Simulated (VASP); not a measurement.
An input for Quantum ESPRESSO's pw.x (written as the equivalent of a VASP run, and not itself run):

```
&CONTROL
  calculation = 'scf'
  pseudo_dir = './pseudo'
  outdir = './out'
  tprnfor = .true.
  tstress = .true.
/
&SYSTEM
  ibrav = 0
  nat = 5
  ntyp = 2
  ecutwfc = 110
  occupations = 'tetrahedra'
  input_dft = 'pbe'
  vdw_corr = 'grimme-d3'
  dftd3_version = 3
  dftd3_threebody = .false.
/
&ELECTRONS
  conv_thr = 7.3e-09
  electron_maxstep = 100
/
ATOMIC_SPECIES
  La 138.905 La.upf
  O 15.999 O.upf
CELL_PARAMETERS angstrom
     1.9596715   -3.3942506    0.0000000
     1.9596715    3.3942506    0.0000000
     0.0000000    0.0000000    6.1050325
ATOMIC_POSITIONS crystal
  La   0.3333330  0.6666670  0.2458258
  La   0.6666670  0.3333330  0.7541742
  O    0.0000000  0.0000000  0.0000000
  O    0.3333330  0.6666670  0.6462240
  O    0.6666670  0.3333330  0.3537760
K_POINTS automatic
  7 7 4 0 0 0
```

Question: Translate this input to VASP (INCAR, KPOINTS, POSCAR, choice of POTCAR).

Answer: One answer among several that fit: 
File KPOINTS:
```
Automatic mesh
0
Gamma
7 7 4
0 0 0
```

**INCAR**
```
# general
SYSTEM   =  La2O3
PREC     =  Accurate
ENCUT    =  520
LREAL    =  F   # projection in real space or not
LASPH    =  T   # aspherical one-centre terms

# electronic loop
EDIFF    =  1E-7
NELM     =  100
ALGO     =  Normal   # blocked Davidson
LMAXMIX  =  6   # l cut-off of mixed one-centre charges

# smearing
ISMEAR   =  -5   # tetrahedra, Bloechl

# functional
GGA      =  PE   # PBE
IVDW     =  11   # D3, zero damping

# ions
ISIF     =  2   # forces and stress, cell fixed

# output
LWAVE    =  F
LCHARG   =  T
LORBIT   =  11
NEDOS    =  601

# other
LEFG     =  T
```

### POSCAR
```
La2O3
1
    1.9596715370    -3.3942505788     0.0000000000
    1.9596715370     3.3942505788     0.0000000000
    0.0000000000     0.0000000000     6.1050325385
La O
2 3
Direct
  0.3333330000   0.6666670000   0.2458258410
  0.6666670000   0.3333330000   0.7541741590
  0.0000000000   0.0000000000   0.0000000000
  0.3333330000   0.6666670000   0.6462239962
  0.6666670000   0.3333330000   0.3537760038
```

POTCAR, in this order: La O (PBE.64 set). Program: vasp_std.

What does not carry over: the potentials are each code's own (VASP's PAW set, PseudoDojo norm-conserving files in pw.x), so ENCUT and ecutwfc are chosen apart and not converted; conv_thr bounds pw.x's estimated SCF error, while EDIFF bounds the energy change between steps; the field gradients of LEFG aren't asked of the other code.

The compound is La2O3 in the a-type structure. It was relaxed first.
